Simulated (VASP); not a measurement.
Output of a VASP run:

**OSZICAR**
```
       N       E                     dE             d eps       ncg     rms          rms(c)
DAV:   1     0.103122012375E+03    0.10312E+03   -0.14782E+04   870   0.171E+03
DAV:   2    -0.350538262559E+02   -0.13818E+03   -0.13476E+03  1101   0.348E+02
DAV:   3    -0.381295421550E+02   -0.30757E+01   -0.30739E+01  1101   0.516E+01
DAV:   4    -0.381431350023E+02   -0.13593E-01   -0.13592E-01  1115   0.364E+00
DAV:   5    -0.381432282664E+02   -0.93264E-04   -0.93264E-04  1087   0.272E-01    0.727E+01
DAV:   6    -0.327804852538E+02    0.53627E+01   -0.26067E+01   926   0.400E+01    0.581E+01
DAV:   7    -0.326611400521E+02    0.11935E+00   -0.61907E-01  1059   0.774E+00    0.316E+01
DAV:   8    -0.326286834662E+02    0.32457E-01   -0.65836E-02  1045   0.290E+00    0.397E+00
DAV:   9    -0.326252013462E+02    0.34821E-02   -0.13835E-02  1101   0.107E+00    0.158E+00
DAV:  10    -0.326249830959E+02    0.21825E-03   -0.18969E-03  1080   0.369E-01    0.159E-01
DAV:  11    -0.326249752971E+02    0.77988E-05   -0.13926E-04  1010   0.104E-01    0.902E-02
DAV:  12    -0.326249741720E+02    0.11252E-05   -0.62085E-06  1143   0.224E-02    0.907E-03
DAV:  13    -0.326249741775E+02   -0.55206E-08   -0.49462E-07   624   0.609E-03
   1 F= -.24933076E+02 E0= -.24933076E+02  d E =-.249331E+02
```

### OUTCAR
```
------------------------ aborting loop because EDIFF is reached ----------------------------------------
  FORCE on cell =-STRESS in cart. coord.  units (eV):
  Direction    XX          YY          ZZ          XY          YZ          ZX
  --------------------------------------------------------------------------------------
  Total        7.6862733      7.6862733      7.6862733      0.0000000      0.0000000      0.0000000
  in kB      449.6708993    449.6708993    449.6708993      0.0000000      0.0000000      0.0000000
  external PRESSURE =      -0.3291007 kB  Pullay stress =     450.0000000 kB
  volume of cell :       27.39
      direct lattice vectors                 reciprocal lattice vectors
     0.000000000  2.392400449  2.392400449    -0.208995112  0.208995112  0.208995112
     2.392400449  0.000000000  2.392400449     0.208995112 -0.208995112  0.208995112
     2.392400449  2.392400449  0.000000000     0.208995112  0.208995112 -0.208995112
 POSITION                                       TOTAL-FORCE (eV/Angst)
 -----------------------------------------------------------------------------------
      0.00000      0.00000      0.00000         0.000000     -0.000000      0.000000
      1.19620      1.19620      1.19620         0.000000      0.000000      0.000000
      3.58860      3.58860      3.58860        -0.000000     -0.000000     -0.000000
 -----------------------------------------------------------------------------------
    total drift:                                0.000000      0.000000      0.000000
  FREE ENERGIE OF THE ION-ELECTRON SYSTEM (eV)
  ---------------------------------------------------
  free  energy   TOTEN  =       -32.6249741775 eV

  energy  without entropy=      -32.6249741775  energy(sigma->0) =      -32.62497418
  enthalpy is  TOTEN    =       -24.9330755329 eV   P V=        7.6918986446

 reached required accuracy - stopping structural energy minimisation
```
(Selected blocks of OUTCAR.)

File POSCAR:
```
HfO2
1
    0.0000000000     2.3924004493     2.3924004493
    2.3924004493     0.0000000000     2.3924004493
    2.3924004493     2.3924004493    -0.0000000000
Hf O
1 2
Direct
  0.0000000000   0.0000000000   1.0000000000
  0.2500000000   0.2500000000   0.2500000000
  0.7500000000   0.7500000000   0.7500000000
```

Q: Write an INCAR and KPOINTS that could have produced this output.

A: One answer among several that fit: the input of the run itself, LDA (Ceperley-Alder, Perdew-Zunger), plane waves, VASP's LDA PAW potentials (set 64).

### INCAR
```
ISMEAR  =  0   ! Gaussian
LWAVE  =  .False.
LCHARG  =  .False.
NELM  =  100   ! most electronic steps
PSTRESS  =  450   ! kbar
PREC  =  Accurate
IBRION  =  2
NSW  =  40
ALGO  =  Normal   ! blocked Davidson
LMAXMIX  =  6   ! l cut-off of mixed one-centre charges
ENCUT  =  620   ! plane-wave cut-off (eV)
LASPH  =  .True.   ! aspherical one-centre terms
EDIFFG  =  -0.02
ISIF  =  3   ! ions, shape and volume
LREAL  =  .False.
EDIFF  =  1E-6   ! SCF stop (eV)
SYSTEM  =  HfO2
SIGMA  =  0.05
```

**KPOINTS**
```
kpoints
0
gamma
 8 8 8
```

POTCAR, in this order: Hf_pv O (LDA.64 set). Program: vasp_std.

The compound is HfO2 in the fluorite structure, the high-temperature cubic form, which is unstable at 0 K; the monoclinic form is the stable one. It was relaxed first under an external pressure of 45 GPa.
